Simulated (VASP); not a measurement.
Here is the system:

```yaml
crystal:
  lattice:
    - [0.00000, 3.12270, 3.12270]
    - [3.12270, 0.00000, 3.12270]
    - [3.12270, 3.12270, 0.00000]
  atoms:
    - { symbol: Nb, position: [0.00000, 0.00000, 0.00000] }
    - { symbol: Te, position: [0.25000, 0.25000, 0.25000] }
```

Level of theory: r2SCAN meta-GGA, VASP's PBE PAW potentials (set 64) (plane waves; VASP). Settings: 400 eV cut-off, 11×11×11 Γ-centred mesh, tetrahedra with Blöchl corrections, potentials Nb_sv Te.

Unless said otherwise, spin-orbit coupling is left out, though it shifts the bands of the heavy elements here.

Question: Predict the energy per atom (σ→0), band gap (over mesh and band path) with the smallest direct gap where there is one.

Answer: 
```yaml
band gap (over mesh and band path): none (metal, semimetal or under 0.01 eV)
energy per atom (σ→0): -24.540 eV/atom
```

The structure was generated: NbTe was put into the zinc blende type (F-43m), which need not be its known phase. It was relaxed first, which changed the volume by -28 %. The electron count is odd and the run is not spin-polarised, which forces a metal.
